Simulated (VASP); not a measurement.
# A VASP study of CuPPbSe (PBE): structure first, properties next, part 3 of 4

Aim: relax CuPPbSe, then compute properties on the relaxed cell. The cell is invented: it takes the structure of a Materials Project entry for CuGePSe (space group 160 there), with some of its atoms replaced by other elements, volume scaled by an estimate. It may not be a known or stable phase. Left out of this account: 1 further run (vcrelax: a spoilt try).

VASP 6.6.1; PBE, no spin polarisation; plane waves and PAW (Pb_d, Se, Cu, P); invented cell.

Still holding for the runs below: This run has no spin polarisation, although Cu can carry a moment.

So far. Step 3 (Second relaxation): It ends with a largest force of 0.006 eV/Å and a pressure of 0.02 GPa. The volume moved by only 0.05 %, so the volume is settled. Step 4 (Single point with fields (PBE)): In this run the pressure is -0.06 GPa, small enough to go on. The relaxed cell has a = 4.147, c = 20.382 Å (conventional setting).

### 5. Band structure (PBE)

Levels along the symmetry lines show where the bands peak and cross; KPOINTS_OPT computes them in the converged potential.

INCAR reads:

```
SYSTEM = CuPPbSe
PREC = Accurate
ENCUT = 400
EDIFF = 1E-06
NELM = 100
ISMEAR = -1
SIGMA = 0.05
LREAL = .FALSE.
ALGO = Normal
GGA = PE
NBANDS = 32
LORBIT = 11
LWAVE = .FALSE.
LCHARG = .FALSE.
KPAR = 2
```

POSCAR reads:

```
CuPPbSe
1.0
    2.0735770812      1.1971804247      6.7938397603
   -2.0735770812      1.1971804247      6.7938397603
    0.0000000000     -2.3943608496      6.7938397603
Pb Se Cu P
1 1 1 1
Direct
    0.5021419233      0.5021419233      0.5021419233
    0.6378444674      0.6378444674      0.6378444674
    0.9996669612      0.9996669612      0.9996669612
    0.1103476481      0.1103476481      0.1103476481
```

KPOINTS reads:

```
Automatic mesh
0
Gamma
6 6 6
0 0 0
```

KPOINTS_OPT reads:

```
Line mode
16
Line-mode
Reciprocal
  0.00000000   0.00000000   0.00000000 GAMMA
  0.50000000   0.00000000   0.00000000 L

  0.50000000   0.00000000   0.00000000 L
  0.50000000   0.18736795  -0.18736795 B1

  0.81263205   0.50000000   0.18736795 B
  0.50000000   0.50000000   0.50000000 Z

  0.50000000   0.50000000   0.50000000 Z
  0.00000000   0.00000000   0.00000000 GAMMA

  0.00000000   0.00000000   0.00000000 GAMMA
  0.34368398   0.00000000  -0.34368398 X

  0.65631602   0.34368398   0.00000000 Q
  0.50000000   0.50000000   0.00000000 F

  0.50000000   0.50000000   0.00000000 F
  0.65631602   0.65631602   0.18736795 P1

  0.65631602   0.65631602   0.18736795 P1
  0.50000000   0.50000000   0.50000000 Z

  0.50000000   0.00000000   0.00000000 L
  0.81263205   0.34368398   0.34368398 P
```

Potentials, in the order of the species: Pb_d, Se, Cu and P (PBE family, release 64).

The run is started by

```bash
$ mpirun -np 2 vasp_std
```

What it wrote:

```text
[... set-up lines as in an earlier step ...]
 entering main loop
       N       E                     dE             d eps       ncg     rms          rms(c)
DAV:   1     0.301096600999E+03    0.30110E+03   -0.13472E+04  2064   0.101E+03
DAV:   2     0.128463772658E+02   -0.28825E+03   -0.27034E+03  2152   0.290E+02
DAV:   3    -0.166898294582E+02   -0.29536E+02   -0.28732E+02  2680   0.108E+02
DAV:   4    -0.178900850773E+02   -0.12003E+01   -0.11962E+01  2416   0.234E+01
DAV:   5    -0.179431216420E+02   -0.53037E-01   -0.53029E-01  3120   0.498E+00    0.128E+01
DAV:   6    -0.208137936469E+02   -0.28707E+01   -0.34006E+01  2672   0.115E+02    0.119E+01
DAV:   7    -0.166634837481E+02    0.41503E+01   -0.87407E+00  2624   0.590E+01    0.459E+00
DAV:   8    -0.163003342116E+02    0.36315E+00   -0.21457E+00  3216   0.345E+01    0.244E+00
DAV:   9    -0.163021807983E+02   -0.18466E-02   -0.67868E-01  2816   0.150E+01    0.109E+00
DAV:  10    -0.162836874138E+02    0.18493E-01   -0.79018E-02  3296   0.543E+00    0.226E-01
DAV:  11    -0.162847000487E+02   -0.10126E-02   -0.13630E-02  3248   0.124E+00    0.123E-01
DAV:  12    -0.162849216828E+02   -0.22163E-03   -0.14230E-03  3064   0.526E-01    0.532E-02
DAV:  13    -0.162849486433E+02   -0.26961E-04   -0.11994E-04  3280   0.163E-01    0.316E-02
DAV:  14    -0.162849505378E+02   -0.18945E-05   -0.28429E-05  2792   0.845E-02    0.104E-02
DAV:  15    -0.162849518528E+02   -0.13150E-05   -0.61017E-06  2552   0.101E-02    0.595E-03
DAV:  16    -0.162849514648E+02    0.38801E-06   -0.15816E-06  1768   0.273E-02
   1 F= -.16284951E+02 E0= -.16280280E+02  d E =-.934330E-02
 Start KPOINTS_OPT (optional k-point list driver)
k-point batch [1-32\144]
       N       E                     dE             ncg
DAV:   1     0.610223181796E+04   -0.17636E+05     2048
DAV:   2    -0.316853446073E+04   -0.92708E+04     2168
DAV:   3    -0.412606727994E+04   -0.95753E+03     2576
DAV:   4    -0.416332349722E+04   -0.37256E+02     2488
DAV:   5    -0.416484110371E+04   -0.15176E+01     2952
DAV:   6    -0.416489603281E+04   -0.54929E-01     2728
DAV:   7    -0.416489775528E+04   -0.17225E-02     3008
DAV:   8    -0.416489776844E+04   -0.13156E-04     2416
DAV:   9    -0.416489776881E+04   -0.37366E-06     1696
[...]
k-point batch [129-144\144]
       N       E                     dE             ncg
DAV:   1     0.120634646739E+05   -0.11895E+05     1024
DAV:   2     0.739114759013E+04   -0.46723E+04     1056
DAV:   3     0.688678394781E+04   -0.50436E+03     1280
DAV:   4     0.686712352926E+04   -0.19660E+02     1288
DAV:   5     0.686632989859E+04   -0.79363E+00     1424
DAV:   6     0.686630135746E+04   -0.28541E-01     1432
DAV:   7     0.686630067058E+04   -0.68689E-03     1440
DAV:   8     0.686630066471E+04   -0.58693E-05     1312
DAV:   9     0.686630066456E+04   -0.14857E-06      808
```

Elapsed: 4.5 min, on 2 MPI ranks of Intel Xeon Platinum 8488C (Sapphire Rapids), shared host; peak memory 0.74 GiB; 8.8 min of CPU time.

Parts of OUTCAR (step 5):

```text
   k-points           NKPTS =     32   k-points in BZ     NKDIM =     32   number of bands    NBANDS=     32

   NELECT =      36.0000    total number of electrons

 E-fermi :   4.3568

 k-point     1 :       0.0000    0.0000    0.0000
  band No.  band energies     occupation
    ...
     13       1.7592      2.00000
     14       3.0033      2.00000
     15       3.1690      2.00000
     16       3.1690      2.00000
     17       4.3257      1.30141
     18       4.6021      0.01469
     19       4.6021      0.01469
     20       6.1732      0.00000
     21       7.4922      0.00000
     22       7.4922      0.00000
    ...

  Total        0.0176242      0.0176242      0.0126180      0.0000000     -0.0000000      0.0000000
  in kB        0.2790449      0.2790450      0.1997812      0.0000000     -0.0000000      0.0000000
  external PRESSURE =       0.2526237 kB  Pullay stress =       0.0000000 kB

 POSITION                                       TOTAL-FORCE (eV/Angst)
 -----------------------------------------------------------------------------------
      0.00000     -0.00000     10.23442         0.000000      0.000000     -0.006420
      0.00000     -0.00000     13.00024         0.000000     -0.000000      0.003196
      0.00000     -0.00000     20.37473         0.000000     -0.000000      0.003594
      0.00000     -0.00000      2.24905         0.000000      0.000000     -0.000370
 -----------------------------------------------------------------------------------
    total drift:                               -0.000000     -0.000010      0.001004

  FREE ENERGIE OF THE ION-ELECTRON SYSTEM (eV)
  ---------------------------------------------------
  free  energy   TOTEN  =       -16.2849514648 eV

  energy  without entropy=      -16.2756081670  energy(sigma->0) =      -16.28027982

[... 7 parts as in an earlier step ...]

[... 9 further parts left out ...]
```

Spin-orbit coupling is off here; with elements this heavy it splits and shifts levels by tenths of an eV or more.

This step gave:

```yaml
bands: 32
pressure: 0.02526 GPa
```

The electronic bands at the labelled points (eV, zero at the Fermi level; # counts the bands kept, so #1 is VASP's band 8):

```tsv
point	#8	#9	#10	#11	#12	#13	#14	#15
Γ	-1.19	-1.19	-0.03	0.25	0.25	1.82	3.14	3.14
0.47 of the way	-1.62	-1.50	-0.77	-0.50	0.69	2.21	3.58	4.12
L	-2.08	-1.97	-1.83	-1.24	0.99	2.18	3.66	4.55
0.47 of the way	-2.31	-2.17	-1.54	-1.48	1.14	3.06	3.69	4.60
B1	-2.38	-2.11	-1.76	-1.12	0.63	2.62	3.79	5.04
jump to B	-2.38	-2.11	-1.76	-1.12	0.63	2.62	3.79	5.04
0.47 of the way	-2.04	-1.73	-1.31	-0.86	1.00	2.54	3.05	4.50
Z	-1.04	-1.04	-0.04	-0.04	0.26	2.58	3.07	3.49
0.47 of the way	-1.11	-1.11	0.09	0.09	0.18	2.27	3.18	3.33
Γ	-1.19	-1.19	-0.03	0.25	0.25	1.82	3.14	3.14
0.53 of the way	-2.07	-1.84	-1.34	-0.41	0.69	3.05	3.71	4.12
X	-2.40	-2.12	-1.74	-1.15	0.67	2.76	3.74	4.97
jump to Q	-2.40	-2.12	-1.74	-1.15	0.67	2.76	3.74	4.97
0.47 of the way	-2.34	-1.94	-1.67	-0.84	0.26	2.06	3.55	4.17
F	-2.15	-2.08	-0.85	-0.65	-0.49	1.43	3.22	4.09
0.53 of the way	-2.14	-2.08	-0.93	-0.87	-0.22	1.48	3.29	4.15
P1	-2.11	-2.07	-1.21	-0.93	0.08	1.60	3.46	4.27
0.53 of the way	-1.77	-1.63	-1.13	-0.38	0.98	2.22	3.87	3.99
Z	-1.04	-1.04	-0.04	-0.04	0.26	2.58	3.07	3.49
jump to L	-2.08	-1.97	-1.83	-1.24	0.99	2.18	3.66	4.55
0.47 of the way	-2.09	-2.03	-1.66	-1.15	0.71	2.01	3.75	4.30
P	-2.11	-2.07	-1.21	-0.93	0.08	1.60	3.46	4.27
```

Of the projections kept (Pb, Se, Cu, P), the largest for each band there; the rest of the weight can lie on other orbitals:

```tsv
point	#8	#9	#10	#11	#12	#13	#14	#15
Γ	P 0.45	P 0.45	Cu 0.50	Cu 0.50	Cu 0.50	Cu 0.35	Pb 0.81	Pb 0.81
L	Cu 0.89	Cu 0.71	Cu 0.82	Cu 0.66	P 0.34	Pb 0.53	Cu 0.66	Pb 0.42
B1	Cu 0.96	Cu 0.93	Cu 0.81	Cu 0.66	Se 0.29	Pb 0.39	Pb 0.39	Pb 0.47
B	Cu 0.96	Cu 0.93	Cu 0.81	Cu 0.66	Se 0.29	Pb 0.39	Pb 0.39	Pb 0.47
Z	P 0.56	P 0.56	Cu 0.57	Cu 0.57	Pb 0.37	Cu 0.59	Se 0.37	Pb 0.77
Γ	P 0.45	P 0.45	Cu 0.50	Cu 0.50	Cu 0.50	Cu 0.35	Pb 0.81	Pb 0.81
```

There is no gap at this level.

### 6. Total and projected DOS (PBE)

Here the states are counted by energy and projected on the atoms. The mesh is finer than in the run before.

Edit INCAR of step 5 so:

```diff
@@ -5,3 +5,3 @@
 NELM = 100
-ISMEAR = -1
+ISMEAR = -5
 SIGMA = 0.05
@@ -15 +15,2 @@
 KPAR = 2
+NEDOS = 2001
```

POSCAR is that of step 5.

KPOINTS reads:

```
Automatic mesh
0
Gamma
8 8 8
0 0 0
```

The run is started by

```bash
$ mpirun -np 2 vasp_std
```

What it wrote:

```text
[... set-up lines as in an earlier step ...]
 entering main loop
       N       E                     dE             d eps       ncg     rms          rms(c)
DAV:   1     0.303161384258E+03    0.30316E+03   -0.13423E+04  4184   0.101E+03
DAV:   2     0.132068215282E+02   -0.28995E+03   -0.27185E+03  4432   0.292E+02
DAV:   3    -0.166596500678E+02   -0.29866E+02   -0.29111E+02  5288   0.109E+02
DAV:   4    -0.178750164895E+02   -0.12154E+01   -0.12113E+01  4976   0.237E+01
DAV:   5    -0.179294998353E+02   -0.54483E-01   -0.54461E-01  6168   0.505E+00    0.126E+01
DAV:   6    -0.206189901240E+02   -0.26895E+01   -0.33507E+01  5480   0.113E+02    0.117E+01
DAV:   7    -0.166336504533E+02    0.39853E+01   -0.84440E+00  5360   0.590E+01    0.448E+00
DAV:   8    -0.163012547419E+02    0.33240E+00   -0.20534E+00  6528   0.337E+01    0.239E+00
DAV:   9    -0.162975909264E+02    0.36638E-02   -0.66062E-01  5864   0.144E+01    0.104E+00
DAV:  10    -0.162838894522E+02    0.13701E-01   -0.71877E-02  6728   0.505E+00    0.240E-01
DAV:  11    -0.162855940859E+02   -0.17046E-02   -0.12953E-02  6664   0.138E+00    0.125E-01
DAV:  12    -0.162854411731E+02    0.15291E-03   -0.18406E-03  6432   0.618E-01    0.571E-02
DAV:  13    -0.162856199398E+02   -0.17877E-03   -0.14112E-04  6624   0.183E-01    0.315E-02
DAV:  14    -0.162856049990E+02    0.14941E-04   -0.32791E-05  5720   0.785E-02    0.972E-03
DAV:  15    -0.162855986987E+02    0.63003E-05   -0.58128E-06  6208   0.149E-02    0.637E-03
DAV:  16    -0.162855780752E+02    0.20624E-04   -0.13032E-06  3168   0.242E-02    0.183E-03
DAV:  17    -0.162855796399E+02   -0.15648E-05   -0.36540E-07  3224   0.757E-03    0.965E-04
DAV:  18    -0.162855764718E+02    0.31682E-05   -0.15378E-07  2392   0.608E-03    0.642E-04
DAV:  19    -0.162855792292E+02   -0.27574E-05   -0.92083E-08  2240   0.592E-03    0.746E-04
DAV:  20    -0.162855757006E+02    0.35286E-05   -0.78085E-08  2200   0.559E-03    0.435E-04
DAV:  21    -0.162855771643E+02   -0.14638E-05   -0.24708E-08  2184   0.281E-03    0.661E-05
DAV:  22    -0.162855770558E+02    0.10853E-06   -0.15936E-08  2168   0.893E-04
   1 F= -.16285577E+02 E0= -.16285577E+02  d E =0.000000E+00
 -----------------------------------------------------------------------------
|                                                                             |
|           W    W    AA    RRRRR   N    N  II  N    N   GGGG   !!!           |
|           W    W   A  A   R    R  NN   N  II  NN   N  G    G  !!!           |
|           W    W  A    A  R    R  N N  N  II  N N  N  G       !!!           |
|           W WW W  AAAAAA  RRRRR   N  N N  II  N  N N  G  GGG   !            |
|           WW  WW  A    A  R   R   N   NN  II  N   NN  G    G                |
|           W    W  A    A  R    R  N    N  II  N    N   GGGG   !!!           |
|                                                                             |
|     Tetrahedron method does not include variations of the Fermi             |
|     occupations, so forces and stress will be inaccurate. We suggest        |
|     using a different smearing scheme ISMEAR = 1 or 2 for metals in         |
|     relaxations.                                                            |
|                                                                             |
 -----------------------------------------------------------------------------
```

The job ended after 3.8 min (2 MPI ranks; peak memory 0.83 GiB).

Parts of OUTCAR (step 6):

```text
   k-points           NKPTS =     65   k-points in BZ     NKDIM =     65   number of bands    NBANDS=     32

   NELECT =      36.0000    total number of electrons

 E-fermi :   4.3704

 k-point     1 :       0.0000    0.0000    0.0000
  band No.  band energies     occupation
    ...
     13       1.7874      2.00000
     14       2.9941      2.00000
     15       3.1575      2.00000
     16       3.1575      2.00000
     17       4.3358      1.97383
     18       4.6322     -0.23038
     19       4.6322      0.00000
     20       6.1769      0.00000
     21       7.4717      0.00000
     22       7.4717      0.00000
    ...

  Total        0.0728731      0.0728731     -0.2095567      0.0000000      0.0000000      0.0000000
  in kB        1.1538025      1.1538028     -3.3179198      0.0000000      0.0000000      0.0000000
  external PRESSURE =      -0.3367715 kB  Pullay stress =       0.0000000 kB

 POSITION                                       TOTAL-FORCE (eV/Angst)
 -----------------------------------------------------------------------------------
      0.00000     -0.00000     10.23442         0.000000     -0.000000      0.041303
      0.00000     -0.00000     13.00024         0.000000      0.000000     -0.030961
      0.00000     -0.00000     20.37473         0.000000     -0.000000      0.022307
      0.00000     -0.00000      2.24905         0.000000      0.000000     -0.032650
 -----------------------------------------------------------------------------------
    total drift:                               -0.000000     -0.000010      0.001098

  FREE ENERGIE OF THE ION-ELECTRON SYSTEM (eV)
  ---------------------------------------------------
  free  energy   TOTEN  =       -16.2855770558 eV

  energy  without entropy=      -16.2855770558  energy(sigma->0) =      -16.28557706

[... 6 parts as in an earlier step ...]

[... 10 further parts left out ...]
```

With tetrahedra the forces and stress of a metal are not exact derivatives of the energy.

This step gave:

| Property | Result |
| --- | --- |
| SCF cycles | 22 |
| irreducible k-points | 65 |
| free energy (TOTEN) | -16.29 eV |
| Fermi energy | 4.370 eV |
| pressure | -0.03368 GPa |
| DOS at the Fermi level | 0.8768 states/eV/cell |

The density of states has structure finer than the step of the table below, so its rows give means over 0.5 eV, whole bins alone (the curve runs from -12.0 to 5.90 eV). Peaks (eV: height): total -3.40: 12.3, -2.31: 11.7, -1.99: 7.80, -1.62: 5.36; Cu d -3.35: 5.47, -2.59: 3.10, -2.31: 9.64, -2.12: 5.73; Se p -4.59: 0.762, -3.35: 2.37, -1.07: 0.583, 0.93: 0.572; P p -3.43: 0.735, -2.84: 0.684, -1.07: 0.343, 0.93: 0.745; Pb p 3.14: 0.456, 3.78: 0.833, 4.31: 0.598, 4.73: 0.653.

States under -12.0 eV and over 5.9 eV are left out. Table of density of states by energy, zero at the Fermi level; means over each step; values in states/eV/cell:

```tsv
energy (eV)	total	Cu d	Se p	P p	Pb p	Pb s	P s
-11.5	0.864	0.00471	0.00178	0.00403	0.0129	0.161	0.265
-11.0	1.04	0.00652	0.00215	0.00572	0.0211	0.165	0.362
-10.5	1.52	0.0111	0.00290	0.00645	0.0388	0.166	0.615
-10.0	0.169	0.00143	2.6e-4	4.4e-4	0.00500	0.00980	0.0764
-9.5	0	0	0	0	0	0	0
-9.0	0	0	0	0	0	0	0
-8.5	1.17	0.00680	0.0174	0.0501	0.0120	0.578	0.0872
-8.0	1.13	0.0115	0.0203	0.0457	0.0138	0.495	0.139
-7.5	1.06	0.0171	0.0320	0.0406	0.0138	0.388	0.165
-7.0	0.614	0.0206	0.0199	0.0245	0.00923	0.200	0.106
-6.5	0.0560	0.00338	0.00138	0.00233	9.0e-4	0.0171	0.0103
-6.0	0	0	0	0	0	0	0
-5.5	0	0	0	0	0	0	0
-5.0	0.910	0.0247	0.187	0.0619	0.0377	0.00139	0.00210
-4.5	2.32	0.181	0.480	0.156	0.0938	0.00657	0.0152
-4.0	3.27	0.632	0.606	0.246	0.189	0.0175	0.0147
-3.5	7.84	3.07	1.38	0.490	0.275	0.0218	0.00910
-3.0	3.73	1.48	0.226	0.464	0.261	0.0200	0.0107
-2.5	5.47	4.22	0.0891	0.178	0.102	0.0578	0.0128
-2.0	5.78	4.04	0.141	0.246	0.209	0.0269	0.0136
-1.5	4.13	2.04	0.276	0.310	0.190	0.0346	0.0272
-1.0	3.66	1.46	0.508	0.251	0.133	0.0281	0.0320
-0.5	1.72	0.634	0.364	0.0905	0.0527	0.0137	0.0131
0.0	0.888	0.238	0.181	0.0817	0.0235	0.0403	0.00834
0.5	2.02	0.224	0.289	0.364	0.0659	0.204	0.0266
1.0	1.59	0.134	0.254	0.317	0.0352	0.178	0.0155
1.5	0.121	0.00362	0.00311	0.00717	0.0159	2.7e-4	0.00526
2.0	1.17	0.0264	0.0495	0.0805	0.170	0.00692	0.0376
2.5	2.27	0.0548	0.118	0.182	0.337	0.0163	0.0494
3.0	0.914	0.0212	0.0468	0.0738	0.149	0.00363	0.0156
3.5	3.09	0.0557	0.0948	0.185	0.554	0.0174	0.0711
4.0	2.99	0.0623	0.119	0.214	0.544	0.00801	0.0323
4.5	3.13	0.0694	0.189	0.221	0.476	0.00862	0.0203
5.0	1.54	0.0297	0.113	0.0867	0.222	0.00214	0.00768
5.5	1.52	0.0308	0.102	0.0460	0.0846	0.00179	0.00495
```

The finer mesh and the other smearing move the Fermi level by +0.01 eV from the 6×6×6 run, a small shift, which tests the Fermi level alone. Of the states within 0.3 eV of the Fermi level, the largest shares in the PAW spheres are Cu d 26 %, Se p 20 % and P p 10 %. The rest lies in smaller channels or between the spheres.

(Continued in part 4 of 4.)

[Lines on the potential files, build, host, timing and source positions are cut from VASP's logs without a mark.]

[Logs are printed without paths, hosts, clocks, repeated set-up lines and the standing remarks that a program may print on its own settings, such as how far it seeks lower states.]

[Hosts, paths, dates, database ids (printed as entryN), source tags and the programs' standing remarks are cut or masked in the printed files.]

[A measured line is paired with the nearest computed mode of its activity, which favours agreement.]
